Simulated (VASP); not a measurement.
Data:

```yaml
crystal:
  lattice:
    - [3.01595, 0.00000, 0.00000]
    - [-1.50797, 2.61189, 0.00000]
    - [0.00000, 0.00000, 5.46672]
  atoms:
    - { symbol: Mg, position: [0.00000, 0.00000, 0.00000] }
    - { symbol: Zr, position: [0.66667, 0.33333, 0.50000] }
```

These are PBEsol GGA, VASP's PBE PAW potentials (set 64) (plane waves; VASP 6.6.1) values and carry that method's errors. Numerical set-up: 400 eV cut-off, 16×16×8 Γ-centred mesh, tetrahedra with Blöchl corrections, potentials Mg Zr_sv.

Q: Predict the energy per atom (σ→0), band gap (on the k-mesh) with the smallest direct gap where there is one.

A: 
band gap (on the k-mesh): none (metal, semimetal or under 0.01 eV)
energy per atom (σ→0): -5.341 eV/atom

Only differences to runs with the same potentials and settings are physical.

The structure comes from a computed database's MgZr entry (P-6m2); how it stands against other phases isn't given here. It was relaxed first.
